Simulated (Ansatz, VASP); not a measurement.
# SiO2: VASP beside Ansatz, part 2 of 3

One calculation is typed for both programs; each brings its own data sets. How far apart do they land? The cell is taken from a series of runs on this material, whose earlier steps may have relaxed, scaled, displaced or heated it; both programs get it as it stands.

VASP 6.6.1 and Ansatz 0.2.0.

So far: The structure; VASP: zone-centre phonons, PBE.

## (2) VASP: zone-centre phonons, PBE (continued)

Level of this step: PBE; plane waves and PAW (Si, O) (VASP).

Parts of OUTCAR (step 2):

```text
ion  position               nearest neighbor table
   1  0.477  0.000  0.667-   8 1.63   4 1.63   9 1.63   5 1.63   3 3.12   3 3.12   2 3.12   2 3.12

  LATTYP: Found a hexagonal cell.
 ALAT       =     5.0215495491
 C/A-ratio  =     1.0973366345

 Subroutine GETGRP returns: Found  6 space group operations
 (whereof  2 operations were pure point group operations)

The static configuration has the point symmetry C_2 .
 The point group associated with its full space group is D_3 .

 Found     24 irreducible k-points:

   k-points           NKPTS =     24   k-points in BZ     NKDIM =     24   number of bands    NBANDS=     33

   dimension x,y,z NGX =    40 NGY =   40 NGZ =   48
   dimension x,y,z NGXF=    80 NGYF=   80 NGZF=   96

   ENCUT  =  600.0 eV  44.10 Ry    6.64 a.u.  10.03 10.03 11.01*2*pi/ulx,y,z

   NELECT =      48.0000    total number of electrons

 k-points in reciprocal lattice and weights: Automatic mesh
   0.00000000  0.00000000  0.00000000       0.007
   0.16666667  0.00000000  0.00000000       0.042
   0.33333333  0.00000000  0.00000000       0.042
   0.50000000  0.00000000  0.00000000       0.021
   0.16666667  0.16666667  0.00000000       0.042
   0.33333333  0.16666667  0.00000000       0.083
   0.33333333  0.33333333  0.00000000       0.014
   0.00000000  0.00000000  0.25000000       0.014
   0.16666667  0.00000000  0.25000000       0.042
[...]
0.33333333  0.16666667  0.50000000       0.083
   0.33333333  0.33333333  0.50000000       0.014

 average (electrostatic) potential at core
       1 -87.0913       2 -87.0913       3 -87.0913       4 -72.8708       5 -72.8708
       6 -72.8708       7 -72.8708       8 -72.8708       9 -72.8708

  Total       -0.1622539     -0.1622539     -0.1399789      0.0000000      0.0000000     -0.0000000
  in kB       -2.1603394     -2.1603394     -1.8637568      0.0000000      0.0000000     -0.0000000
  external PRESSURE =      -2.0614786 kB  Pullay stress =       0.0000000 kB

  energy-cutoff  :      600.00
  volume of cell :      120.33
      direct lattice vectors                 reciprocal lattice vectors
     5.021549549  0.000000000  0.000000000     0.199141717  0.114974524  0.000000000
    -2.510774775  4.348789476  0.000000000     0.000000000  0.229949048  0.000000000
     0.000000000  0.000000000  5.510330282     0.000000000  0.000000000  0.181477325

 POSITION                                       TOTAL-FORCE (eV/Angst)
 -----------------------------------------------------------------------------------
      2.39335      0.00000      3.67355        -0.012680     -0.000000      0.000000
     -1.19668      2.07271      1.83678         0.006340     -0.010981      0.000000
[...]
2.393354  0.000000  3.673554     0.001093    0.039300    0.173219
     -1.196677  2.072705  1.836777     0.058191    0.033747   -0.296487
      1.314098  2.276084  0.000000     0.024832   -0.012925    0.123268
      1.439493  1.111579  4.378978     0.184567   -0.386147   -0.318470
      3.339147  0.690848  2.542201    -0.093765   -0.161514    0.134874
      2.753684  2.546362  0.705424     0.239939   -0.032789    0.183595
      0.242909  1.802427  1.131352    -0.257430   -0.007783    0.188209
     -1.071282  3.237210  2.968129     0.058974    0.159000    0.129712
      0.828372  3.657942  4.804906    -0.243666    0.349623   -0.317921

   2 f  =   34.017331 THz   213.737192 2PiTHz 1134.696009 cm-1   140.684312 meV
             X         Y         Z           dx          dy          dz
      2.393354  0.000000  3.673554     0.000781   -0.054984   -0.242346
     -1.196677  2.072705  1.836777     0.006335    0.002114   -0.028839
      1.314098  2.276084  0.000000     0.053006   -0.031245    0.271185
      1.439493  1.111579  4.378978    -0.000819   -0.035927   -0.028129
      3.339147  0.690848  2.542201    -0.225453   -0.314259    0.289868
      2.753684  2.546362  0.705424    -0.354178    0.019445   -0.261738
      0.242909  1.802427  1.131352     0.341676    0.037318   -0.258441
     -1.071282  3.237210  2.968129     0.174893    0.353723    0.292214
      0.828372  3.657942  4.804906    -0.015730    0.051082   -0.033773

   3 f  =   31.670945 THz   198.994417 2PiTHz 1056.429013 cm-1   130.980445 meV
             X         Y         Z           dx          dy          dz
      2.393354  0.000000  3.673554     0.269134   -0.000000    0.000000
     -1.196677  2.072705  1.836777    -0.134567    0.233077   -0.000000
      1.314098  2.276084  0.000000    -0.134567   -0.233077   -0.000000
      1.439493  1.111579  4.378978    -0.121687    0.255908    0.223950
      3.339147  0.690848  2.542201    -0.160779   -0.233338    0.223950
      2.753684  2.546362  0.705424     0.282466   -0.022570    0.223950
      0.242909  1.802427  1.131352     0.282466    0.022570   -0.223950
     -1.071282  3.237210  2.968129    -0.121687   -0.255908   -0.223950
      0.828372  3.657942  4.804906    -0.160779    0.233338   -0.223950

   4 f  =   31.312102 THz   196.739736 2PiTHz 1044.459282 cm-1   129.496388 meV
             X         Y         Z           dx          dy          dz
      2.393354  0.000000  3.673554    -0.000000   -0.067125   -0.273848
     -1.196677  2.072705  1.836777     0.058132    0.033562   -0.273848
      1.314098  2.276084  0.000000    -0.058132    0.033562   -0.273848
      1.439493  1.111579  4.378978    -0.143239    0.271105    0.181389
      3.339147  0.690848  2.542201    -0.163165   -0.259601    0.181389
      2.753684  2.546362  0.705424     0.306404   -0.011504    0.181389
      0.242909  1.802427  1.131352    -0.306404   -0.011504    0.181389
     -1.071282  3.237210  2.968129     0.143239    0.271105    0.181389
      0.828372  3.657942  4.804906     0.163165   -0.259601    0.181389

   5 f  =   31.143720 THz   195.681762 2PiTHz 1038.842670 cm-1   128.800018 meV
             X         Y         Z           dx          dy          dz
      2.393354  0.000000  3.673554     0.108806   -0.279750    0.058127
     -1.196677  2.072705  1.836777     0.121951   -0.144632    0.006919
      1.314098  2.276084  0.000000     0.232394   -0.223575   -0.065045
      1.439493  1.111579  4.378978    -0.160370    0.356847    0.313387
      3.339147  0.690848  2.542201     0.127765    0.121214   -0.132554
      2.753684  2.546362  0.705424    -0.220367   -0.010502   -0.180833
      0.242909  1.802427  1.131352    -0.233529   -0.052334    0.185067
     -1.071282  3.237210  2.968129     0.094622    0.123342    0.127816
      0.828372  3.657942  4.804906    -0.221593    0.319691   -0.312883

   6 f  =   31.143720 THz   195.681762 2PiTHz 1038.842670 cm-1   128.800018 meV
             X         Y         Z           dx          dy          dz
      2.393354  0.000000  3.673554     0.152221    0.199962   -0.041548
     -1.196677  2.072705  1.836777     0.287339    0.186816    0.071114
      1.314098  2.276084  0.000000     0.208396    0.076374   -0.029565
      1.439493  1.111579  4.378978     0.045141   -0.008278   -0.027874
      3.339147  0.690848  2.542201    -0.190492   -0.296414    0.285338
      2.753684  2.546362  0.705424    -0.322208    0.051719   -0.257464
      0.242909  1.802427  1.131352    -0.312800   -0.006804    0.254438
     -1.071282  3.237210  2.968129    -0.137124   -0.334956   -0.287492
      0.828372  3.657942  4.804906     0.059225   -0.018740    0.033054

   7 f  =   22.747977 THz   142.929757 2PiTHz  758.790848 cm-1    94.078033 meV
             X         Y         Z           dx          dy          dz
      2.393354  0.000000  3.673554     0.377909    0.265324   -0.100446
     -1.196677  2.072705  1.836777     0.296100   -0.575987   -0.011949
      1.314098  2.276084  0.000000    -0.391592   -0.084482    0.112395
      1.439493  1.111579  4.378978    -0.019689    0.007606    0.004961
      3.339147  0.690848  2.542201    -0.114100    0.175059    0.074299
      2.753684  2.546362  0.705424     0.078124    0.173096   -0.079260
      0.242909  1.802427  1.131352    -0.085922    0.165072   -0.063539
     -1.071282  3.237210  2.968129    -0.210826    0.018946    0.085487
      0.828372  3.657942  4.804906    -0.021825   -0.016161   -0.021948

   8 f  =   22.747977 THz   142.929757 2PiTHz  758.790848 cm-1    94.078033 meV
             X         Y         Z           dx          dy          dz
      2.393354  0.000000  3.673554     0.528754   -0.189631    0.071790
     -1.196677  2.072705  1.836777    -0.312557   -0.107822   -0.122884
      1.314098  2.276084  0.000000     0.178948    0.579870    0.051094
      1.439493  1.111579  4.378978    -0.229568   -0.017422   -0.088657
      3.339147  0.690848  2.542201    -0.062115    0.076990    0.048625
      2.753684  2.546362  0.705424    -0.064078   -0.115234    0.040032
      0.242909  1.802427  1.131352     0.053168   -0.126460    0.062028
     -1.071282  3.237210  2.968129    -0.092959   -0.001556    0.024012
      0.828372  3.657942  4.804906    -0.128066   -0.190557   -0.086040

   9 f  =   22.463802 THz   141.144234 2PiTHz  749.311794 cm-1    92.902780 meV
             X         Y         Z           dx          dy          dz
      2.393354  0.000000  3.673554    -0.000000   -0.553631    0.107870
     -1.196677  2.072705  1.836777     0.479459    0.276816    0.107870
      1.314098  2.276084  0.000000    -0.479459    0.276816    0.107870
      1.439493  1.111579  4.378978    -0.049314    0.007686   -0.071442
      3.339147  0.690848  2.542201     0.018001   -0.046550   -0.071442
      2.753684  2.546362  0.705424     0.031314    0.038864   -0.071442
      0.242909  1.802427  1.131352    -0.031314    0.038864   -0.071442
     -1.071282  3.237210  2.968129     0.049314    0.007686   -0.071442
      0.828372  3.657942  4.804906    -0.018001   -0.046550   -0.071442

  10 f  =   19.840038 THz   124.658634 2PiTHz  661.792427 cm-1    82.051767 meV
             X         Y         Z           dx          dy          dz
      2.393354  0.000000  3.673554    -0.046046   -0.143540   -0.552687
     -1.196677  2.072705  1.836777    -0.025864    0.076848   -0.061704
      1.314098  2.276084  0.000000     0.154907   -0.050824    0.614391
      1.439493  1.111579  4.378978    -0.170415    0.019841   -0.085838
      3.339147  0.690848  2.542201     0.081792    0.224565   -0.002570
      2.753684  2.546362  0.705424     0.132984   -0.096215    0.088408
    [... 205 further lines ...]
     -1.071282  3.237210  2.968129    -0.159683    0.251394   -0.000282
      0.828372  3.657942  4.804906    -0.160797    0.251430    0.000509

 MACROSCOPIC STATIC DIELECTRIC TENSOR IONIC CONTRIBUTION
 ------------------------------------------------------
           2.094983    -0.000000    -0.000000
          -0.000000     2.094983    -0.000000
          -0.000000    -0.000000     2.292678
 ------------------------------------------------------

 ELASTIC MODULI CONTR FROM IONIC RELAXATION (kBar)
 Direction    XX          YY          ZZ          XY          YZ          ZX
 --------------------------------------------------------------------------------
 XX       -2286.9687   -813.7861  -1319.7031      0.0000    306.4880     -0.0000
 YY        -813.7861  -2286.9687  -1319.7031      0.0000   -306.4880      0.0000
 ZZ       -1319.7031  -1319.7031  -1660.3223      0.0000     -0.0000     -0.0000
 XY           0.0000      0.0000      0.0000   -736.6219      0.0000    308.8108
 YZ         306.4880   -306.4880     -0.0000      0.0000  -1195.2587      0.0000
 ZX          -0.0000      0.0000     -0.0000    308.8108      0.0000  -1204.2553
 --------------------------------------------------------------------------------

 PIEZOELECTRIC TENSOR IONIC CONTR  for field in x, y, z        (C/m^2)
          XX          YY          ZZ          XY          YZ          ZX
  --------------------------------------------------------------------------------
  x     0.25509    -0.25509    -0.00000     0.00000     0.07570     0.00000
  y     0.00000    -0.00000    -0.00000    -0.25509    -0.00000    -0.07808
  z     0.00000    -0.00000     0.00000    -0.00388    -0.00000    -0.00000
```

[end of part 2 of 3]

[Lines on the potential files, build, host, timing and source positions are cut from VASP's logs without a mark.]

[Logs are printed without paths, hosts, clocks, repeated set-up lines and the standing remarks that a program may print on its own settings, such as how far it seeks lower states.]

[Hosts, paths, dates, database ids (printed as entryN), source tags and the programs' standing remarks are cut or masked in the printed files.]
